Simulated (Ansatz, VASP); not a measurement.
**Cross-check of Al between VASP and Ansatz**

Wanted: the spread between two codes on one cell, functional and k mesh.

Program: Ansatz 0.2.0. Level of theory: plane waves, with VASP 6.6.1 beside it; relaxation of cell and atoms at RPBE. Results are calculated unless marked as measured.

## (1) The structure

Symmetry: Fm-3m, No. 225, cubic system. The conventional cell has a = 4.050 Å, b = 4.050 Å, c = 4.050 Å, α = 90.00°, β = 90.00°, γ = 90.00°. Nearest to Al lie 12 Al at 2.86 Å.

## (2) Ansatz: relaxation of cell and atoms, RPBE

Ansatz runs on its default PAW (the set named soft_2) files.

The relaxed volume is the usual yardstick between codes: its relative difference is about their pressure difference at one cell divided by the bulk modulus.

input.yaml reads:

```yaml
crystal:
  lattice:
    - [0.0, 2.025, 2.025]
    - [2.025, 0.0, 2.025]
    - [2.025, 2.025, 0.0]
  atoms:
    - { symbol: Al, position: [0.0, 0.0, 0.0] }
hamiltonian:
  xc: rpbe
  pseudopotentials: { kind: paw }
kpoints:
  mp_grid: { grid: [16, 16, 16] }
scf:
  occupations: { method: methfessel_paxton, width: 0.15 }
relax:
  f_tol: 0.01
  max_steps: 60
  cell: { stress_tol: 0.05 }
output:
  forces: true
  stress: true
  write_density: true
  write_potential: true
  elf: true
  volumetric_format: npy
```

On the command line:

```
$ ansatz run input.yaml --threads 4 --pin off --max-ram 9216MiB --backend cpu --events-out ev --progress --plain --runs-dir out
```

Numbers of over 12 decimals in the logs are rounded to 6 here.

What it wrote:

```text
Engine: ansatz 0.2.0, aarch64-unknown-linux-gnu
Pseudopotentials: kind: paw
Pseudopotential: Al, paw, valence charge 3, recommended cutoff 420 eV (normal), Al.paw.azcp
Functional definition: RPBE
  parameter kappa = 0.804
  parameter beta = 0.066725
  exchange = rpbe_x(kappa = kappa, mu = beta*pi^2/3)
  correlation = pbe_c(beta = beta)
Crystal: 1 atoms, lattice volume = 16.608 Å³
Basis set: ecut = 420 eV, 331 PW (Γ), exchange–correlation on 40×40×40 points (8 copies of the dense FFT grid, shifted against one another)
Bands: 6, of which v1, the nominal top of the filled ones, is band 2 counted from 1 (1 counted from 0)
Symmetry: 48 space group operations
Space group: Fm-3m (ITA 225), of the structure as read, at distance tolerance 2.6e-5 Å
k-points: 145 of 4096
Non-local potential: Al, projectors of the file, l = 0: 2, l = 1: 2, l = 2: 1
PAW form: soft (Blöchl's): semilocal exchange-correlation on the pseudo side does not see the compensation charge
PAW frozen core: Al, regenerated for the run's functional, and the local potential with it (the file was generated under x = pbe(κ = 0.804, μ = 0.219515), c = pbe(β = 0.066725))
PAW one-centre angular grid: Al, 110 points (default); XC on 64 Gauss nodes
Initial density: superposition of atomic densities (neutral atoms: chi_scale 0, normalization atom), corrected by the library's trained network
Initial wavefunctions: pseudopotential atomic-orbital guess
Functional: x = rpbe, c = pbe(β = 0.066725)
SCF iter   1: F=—  HF=-540.447645 eV  |F-HF|=—  |Δ(HF+E_count)|=         —  Δρ=1.85e-3  dr2=5.58e-4  ethr=1.77e-3  ⟨swp⟩=4.5  Hψ=7191  notcnv=0
preconditioner: auto → none  [insulator: Δε(μ)=0.120 eV  Ē_g=13.179 eV  σ=0.150 eV  W_gap=0.60  n_scr=0 (ndim 8)  ℏωp=15.8 eV  f_vac=0.000  D(μ)=0.24/eV (n_scr^D=0)  ε∞_Penn≈2.4]
SCF iter   2: F=—  HF=-540.447506 eV  |F-HF|=—  |Δ(HF+E_count)|=   1.39e-4  S|Δr|=    0.00e0  Δρ=8.75e-4  dr2=1.24e-4  ethr=1.86e-5  ⟨swp⟩=1.1  Hψ=2043  notcnv=0
SCF iter   3: F=—  HF=-540.447478 eV  |F-HF|=—  |Δ(HF+E_count)|=   2.78e-5  S|Δr|=    0.00e0  Δρ=2.40e-5  dr2=9.71e-8  ethr=4.14e-6  ⟨swp⟩=1.9  Hψ=1005  notcnv=0
SCF iter   4: F=—  HF=-540.447513 eV  |F-HF|=—  |Δ(HF+E_count)|=   3.48e-5  S|Δr|=    0.00e0  Δρ=4.79e-6  dr2=2.62e-9  ethr=3.24e-9  ⟨swp⟩=4.0  Hψ=2938  notcnv=0
SCF iter   5: F=-540.447513 eV  HF=-540.447513 eV  |F-HF|=9.21e-12  |Δ(HF+E_count)|=   2.35e-9  S|Δr|=    0.00e0  Δρ=2.88e-7  dr2=8.46e-12  ethr=8.75e-11  ⟨swp⟩=4.0  Hψ=2707  notcnv=0
SCF 1 converged in 5 iterations: F = -540.447513 eV  dr2 = 8.46e-12
  greatest PAW one-centre occupation: 0.441 electrons in one spin orbital (limit 2), on the Al atom at site 0 (counted from 0), in its partial waves of l = 0
relax step   1: F+E_penalty+E_count = -540.44751299 eV  Δ(F+E_penalty+E_count) = +0.000e0 eV  max|allowed force component| = 0.000e0 eV/Å  Δτ_max = 0.0000 Å  P = +0.863 GPa  Ω = 16.608 Å³  (5 SCF iters, accepted)
[...]
relax step   2: F+E_penalty+E_count = -540.44788525 eV  Δ(F+E_penalty+E_count) = -3.723e-4 eV  max|allowed force component| = 0.000e0 eV/Å  Δτ_max = 0.0000 Å  P = -0.150 GPa  Ω = 16.821 Å³  energy of the carried Pulay correction = -9.556e-5 eV  (3 SCF iters, dr2 threshold 1.00e-7 eV, accepted)
[...]
relax step   3: F+E_penalty+E_count = -540.44791477 eV  Δ(F+E_penalty+E_count) = -2.952e-5 eV  max|allowed force component| = 0.000e0 eV/Å  Δτ_max = 0.0000 Å  P = -0.003 GPa  Ω = 16.789 Å³  energy of the carried Pulay correction = -8.134e-5 eV  (3 SCF iters, dr2 threshold 5.63e-8 eV, accepted)
[...]
relax step   4: F+E_penalty+E_count = -540.44799561 eV  Δ(F+E_penalty+E_count) = -8.083e-5 eV  max|allowed force component| = 0.000e0 eV/Å  Δτ_max = 0.0000 Å  P = +0.003 GPa  Ω = 16.789 Å³  stress off target by 3.27e-3 GPa  SCF on the basis re-selected at this cell (its energy is not comparable with the rows above)  (3 SCF iters)
basis re-selected at this cell: Δ(F+E_penalty+E_count) = -8.083e-5 eV, ΔP = +0.006 GPa vs the last step (what re-selecting the basis moved, of the pressure what is left beyond the Pulay correction that the steps carried, after the strain that the cell walked since its last selection, with what the two solves' SCF thresholds leave and, on support functions, any second-order correction that the steps lacked; it is no measure of the basis error at this ecutwfc). This SCF's stress stands 3.27e-3 GPa from its target on what of the cell is left free (relax.cell.stress_tol is 5.00e-2 GPa) and its largest allowed force component is 0.00e0 eV/Å (relax.f_tol is 1.00e-2 eV/Å): [rest of the remark cut]
SCF converged after 3 iterations
Stability not checked: this state was not tested for a lower state beside it, because cold or Methfessel-Paxton smearing, or corrected tetrahedra, fill the levels in a way that the test cannot read (fill_not_monotonic; see scf.lower_state_search)
Free energy (F): -540.447996 eV
Harris-Foulkes:  -540.447996 eV  (|F-HF|=7.99e-11)
Internal energy: -540.448657 eV  (E = F + TS)
E sigma→0 (E₀):  -540.448161 eV
Entropy (-TS):   0.000662 eV (0.662 meV/atom)
Fermi energy:    7.905013 eV
--- Per-component energies (eV) ---
  E_band       = 10.456714
  E_kinetic    = 22.496289
  E_local      = 9.920573  (includes V_loc(G=0)·N_el)
  E_nonlocal   = 9.914817
  E_hartree    = 0.103649
  E_xc         = -39.725607
  E_vxc        = -28.693171  (∫ρ·V_xc dr)
  E_paw        = -470.050802  (= ΣΔE_a)
  E_vpaw       = -3.389087  (= ΣTr[D̂ρ^β])
  E_aug_tail   = -0.000001  (compensation charges beyond the density's cutoff)
  E_ewald      = -73.090314
  E_core_change = -0.017261  (= ΣΔE_core)
  E_smearing   = 0.000662  (= −TS)
  E_closure    = 0.000000  (closes the sum)
  Σ components = -540.447996   (vs F -540.447996, Δ=0.00e0)
--- Forces (eV/Å), atoms counted from 1 ---
  atom   1  Al     0.00000000     0.00000000     0.00000000
  max |Σ_I F_I| component: 3.85e-33 eV/Å
--- Stress (GPa, compression-positive) ---
        0.003269       0.000000       0.000000
        0.000000       0.003269       0.000000
        0.000000       0.000000       0.003269
  P = ⅓ Tr σ = 0.0033 GPa (0.033 kbar)
--- Band table (eV; the first three rows and the last of 145) ---
  k-point 0: bands = ["-3.1493", "20.3178", "20.3178", "20.3178", "21.8645", "21.8645"]
  k-point 1: bands = ["-3.0443", "18.5744", "19.9622", "19.9622", "22.3825", "22.3825"]
  k-point 2: bands = ["-2.7299", "16.0917", "19.4096", "19.4096", "22.4325", "23.3635"]
  k-point 144: bands = ["7.0277", "7.0277", "8.0349", "8.9633", "23.4983", "23.4983"]
--- Relaxed structure (3 steps of the walk, 3 accepted, 1 SCFs on fresh bases) ---
  F+E_penalty+E_count = -540.44799561 eV   max|allowed force component| = 0.000e0 eV/Å   (the final SCF, on the basis selected at the relaxed cell)
  cell:  # Å, volume = 16.7893 Å³
    - [0, 2.032361, 2.032361]
    - [2.032361, 0, 2.032361]
    - [2.032361, 2.032361, 0]
  atoms:
    - { symbol: Al, position: [0.0, 0.0, 0.0] }
```

The job ended after 1.2 s (4 threads of Arm Neoverse V1, shared host; peak memory 0.28 GiB; 3.8 s of CPU time).

## (3) VASP: relaxation of cell and atoms, RPBE

The same cell, functional, mesh and smearing now go to VASP, with its own data sets and cutoff.

Lines of VASP's logs that name or quote its potential files are left out, and so is its time.

INCAR reads:

```
SYSTEM = Al
PREC = Accurate
ENCUT = 570
EDIFF = 1E-06
NELM = 120
ISMEAR = 1
SIGMA = 0.15
LREAL = .FALSE.
ALGO = Normal
GGA = RP
NBANDS = 7
LORBIT = 11
LWAVE = .FALSE.
LCHARG = .FALSE.
KPAR = 4
IBRION = 2
NSW = 30
ISIF = 3
EDIFFG = -0.01
POTIM = 0.4
```

POSCAR reads:

```
Al
1.0
    0.0000000000      2.0250000000      2.0250000000
    2.0250000000      0.0000000000      2.0250000000
    2.0250000000      2.0250000000      0.0000000000
Al
1
Direct
    0.0000000000      0.0000000000      0.0000000000
```

KPOINTS reads:

```
Automatic mesh
0
Gamma
16 16 16
0 0 0
```

The projector-augmented-wave data sets are Al (PBE family, release 64).

On the command line:

```
$ mpirun -np 4 vasp_std
```

What it wrote:

```text
[banner, memory and clock lines left out]
running    4 mpi-ranks, on    1 nodes
 distrk:  each k-point on    1 cores,    4 groups
 distr:  one band on    1 cores,    1 groups

 POSCAR found type information on POSCAR Al
 POSCAR found :  1 types and       1 ions
|                                                                             |
|               ----> ADVICE to this user running VASP <----                  |
|                                                                             |
|     You enforced a specific xc type in the INCAR file but a different       |
|     [... a line on the potential file left out ...]
|     I HOPE YOU KNOW WHAT YOU ARE DOING!                                     |
|                                                                             |

 LDA part: xc-table for (Slater+PW92), standard interpolation
 POSCAR, INCAR and KPOINTS ok, starting setup
 FFT: planning ... GRIDC
 FFT: planning ... GRID_SOFT
 FFT: planning ... GRID
 WAVECAR not read
 entering main loop
       N       E                     dE             d eps       ncg     rms          rms(c)
DAV:   1    -0.188915132494E+01   -0.18892E+01   -0.92312E+02  2030   0.256E+02
DAV:   2    -0.352347769712E+01   -0.16343E+01   -0.15828E+01  2653   0.221E+01
DAV:   3    -0.353424029968E+01   -0.10763E-01   -0.10757E-01  2947   0.206E+00
DAV:   4    -0.353425932526E+01   -0.19026E-04   -0.19026E-04  2947   0.775E-02
DAV:   5    -0.353425934808E+01   -0.22821E-07   -0.22943E-07  2905   0.185E-03    0.183E+00
DAV:   6    -0.352240133179E+01    0.11858E-01   -0.15127E-03  2681   0.249E-01    0.106E+00
DAV:   7    -0.351305269541E+01    0.93486E-02   -0.46772E-03  2569   0.401E-01    0.190E-01
DAV:   8    -0.351303756486E+01    0.15131E-04   -0.14982E-05  3262   0.321E-02    0.456E-02
DAV:   9    -0.351303391086E+01    0.36540E-05   -0.17280E-06  2758   0.801E-03    0.634E-04
DAV:  10    -0.351303363981E+01    0.27105E-06   -0.70989E-09  1974   0.748E-04
   1 F= -.35130336E+01 E0= -.35132498E+01  d E =-.351303E+01
 curvature:   0.00 expect dE= 0.000E+00 dE for cont linesearch  0.000E+00
 trial: gam= 0.00000 g(F)=  0.000E+00 g(S)=  0.557E-03 ort = 0.000E+00 (trialstep = 0.100E+01)
 search vector abs. value=  0.557E-03
 bond charge predicted
       N       E                     dE             d eps       ncg     rms          rms(c)
DAV:   1    -0.351334472982E+01   -0.31082E-03   -0.30704E-03  2569   0.247E-01    0.542E-02
DAV:   2    -0.351333281827E+01    0.11912E-04   -0.20252E-05  2716   0.366E-02    0.174E-02
DAV:   3    -0.351332422606E+01    0.85922E-05   -0.15231E-06  2639   0.670E-03    0.644E-03
DAV:   4    -0.351332263261E+01    0.15935E-05   -0.37291E-07  1631   0.320E-03    0.372E-03
DAV:   5    -0.351332265381E+01   -0.21205E-07   -0.15370E-08  1218   0.802E-04
   2 F= -.35133227E+01 E0= -.35135432E+01  d E =-.289014E-03
 trial-energy change:   -0.000289  1 .order   -0.000294   -0.000557   -0.000030
 step:   1.0606(harm=  1.0571)  dis= 0.00000  next Energy=    -3.513324 (dE=-0.290E-03)
 reached required accuracy - stopping structural energy minimisation
```

From OUTCAR (step 3):

```text
ion  position               nearest neighbor table
   1  0.000  0.000  0.000-

  LATTYP: Found a face centered cubic cell.
 ALAT       =     4.0500000000

 Subroutine GETGRP returns: Found 48 space group operations
 (whereof 48 operations were pure point group operations)

The static configuration has the point symmetry O_h .

 Found    145 irreducible k-points:

   k-points           NKPTS =    145   k-points in BZ     NKDIM =    145   number of bands    NBANDS=      7

   dimension x,y,z NGX =    24 NGY =   24 NGZ =   24
   dimension x,y,z NGXF=    48 NGYF=   48 NGZF=   48

   ENCUT  =  570.0 eV  41.89 Ry    6.47 a.u.   5.57  5.57  5.57*2*pi/ulx,y,z

   NELECT =       3.0000    total number of electrons

 k-points in reciprocal lattice and weights: Automatic mesh
   0.00000000  0.00000000  0.00000000       0.000
   0.06250000  0.00000000  0.00000000       0.002
   0.12500000  0.00000000  0.00000000       0.002
   0.18750000  0.00000000  0.00000000       0.002
   0.25000000  0.00000000  0.00000000       0.002
   0.31250000  0.00000000  0.00000000       0.002
   0.37500000  0.00000000  0.00000000       0.002
   0.43750000  0.00000000  0.00000000       0.002
   0.50000000  0.00000000  0.00000000       0.001
[...]
-0.31250000  0.50000000  0.18750000       0.003
  -0.25000000  0.50000000  0.25000000       0.001

 average (electrostatic) potential at core
       1 -72.9695

 E-fermi :   7.9833

 k-point     1 :       0.0000    0.0000    0.0000
  band No.  band energies     occupation
      1      -3.0941      2.00000
      2      20.4607      0.00000
      3      20.4607      0.00000
      4      20.4607      0.00000
      5      21.9721      0.00000
      6      21.9721      0.00000
    ...

 k-point     2 :       0.0625    0.0000    0.0000
  band No.  band energies     occupation
      1      -2.9889      2.00000
      2      18.6914      0.00000
      3      20.0940      0.00000
      4      20.0940      0.00000
      5      22.5031      0.00000
      6      22.5031      0.00000
    ...

 k-point     3 :       0.1250    0.0000    0.0000
  band No.  band energies     occupation
      1      -2.6737      2.00000
      2      16.1940      0.00000
      3      19.5318      0.00000
      4      19.5318      0.00000
      5      22.5428      0.00000
      6      23.4996      0.00000
    ...

  Total        0.0037483      0.0037483      0.0037483      0.0000000      0.0000000      0.0000000
  in kB        0.3587170      0.3587170      0.3587170      0.0000000      0.0000000      0.0000000
  external PRESSURE =       0.3587170 kB  Pullay stress =       0.0000000 kB

  energy-cutoff  :      570.00
  volume of cell :       16.74
      direct lattice vectors                 reciprocal lattice vectors
    -0.000000000  2.030422477  2.030422477    -0.246254169  0.246254169  0.246254169
     2.030422477 -0.000000000  2.030422477     0.246254169 -0.246254169  0.246254169
     2.030422477  2.030422477 -0.000000000     0.246254169  0.246254169 -0.246254169

 POSITION                                       TOTAL-FORCE (eV/Angst)
 -----------------------------------------------------------------------------------
      0.00000      0.00000      0.00000         0.000000      0.000000      0.000000
 -----------------------------------------------------------------------------------
    total drift:                               -0.000000     -0.000000     -0.000000

  FREE ENERGIE OF THE ION-ELECTRON SYSTEM (eV)
  ---------------------------------------------------
  free  energy   TOTEN  =        -3.5133226538 eV

  energy  without entropy=       -3.5139844186  energy(sigma->0) =       -3.51354324

 reached required accuracy - stopping structural energy minimisation

 total charge
# of ion       s       p       d       tot
------------------------------------------
    1        0.429   0.333   0.000   0.762

[... 3 further parts left out ...]
```

CONTCAR:

```
Al
   1.00000000000000
    -0.0000000000000000    2.0304224765430625    2.0304224765430625
     2.0304224765430625   -0.0000000000000000    2.0304224765430625
     2.0304224765430625    2.0304224765430625   -0.0000000000000000
  Al
     1
Direct
     0.0000000000000000    0.0000000000000000    0.0000000000000000
```

## (4) Differences

Known differences besides the potentials themselves: both relaxations stop at a tolerance, which leaves soft axes loose, and VASP keeps its plane-wave basis; the cutoff is 420 eV in Ansatz and 570 eV in VASP; Ansatz makes its cores anew for this functional, VASP keeps those of its PBE data sets; VASP leaves aspherical gradient terms in its spheres out (LASPH is not set), Ansatz keeps them; Ansatz adds a Pulay correction to the stress that steers its cell, VASP none. Total energies have different zeros and are not compared.

Compared:

| quantity | Ansatz | VASP | difference |
| --- | --- | --- | --- |
| volume (Å³) | 16.79 | 16.74 | +0.29 % |
| edge a after relaxation, in the typed setting (Å) | 2.874 | 2.872 | +0.09 % |

The walks stopped with 0.00 GPa left in Ansatz and 0.04 GPa in VASP; each walk ends within a tolerance, so the volume difference is uncertain by about these residues over the bulk modulus, most in soft cells.

## (5) Summary of results

| Quantity | Value |
| --- | --- |
| difference in volume (relaxation of cell and atoms, RPBE) | 0.29 % |

In words: The difference in volume is 0.29 % (relaxation of cell and atoms, RPBE), within the 1.2 % picked in this series as the mark of a large difference, as far as the stopping tolerances let one tell. Such differences can come from data sets, numerical settings and the points named under the comparisons, not from the functional's error against experiment.

[Lines on the potential files, build, host, timing and source positions are cut from VASP's logs without a mark.]

[Logs are printed without paths, hosts, clocks, repeated set-up lines and the standing remarks that a program may print on its own settings, such as how far it seeks lower states.]

[Hosts, paths, dates, database ids (printed as entryN), source tags and the programs' standing remarks are cut or masked in the printed files.]
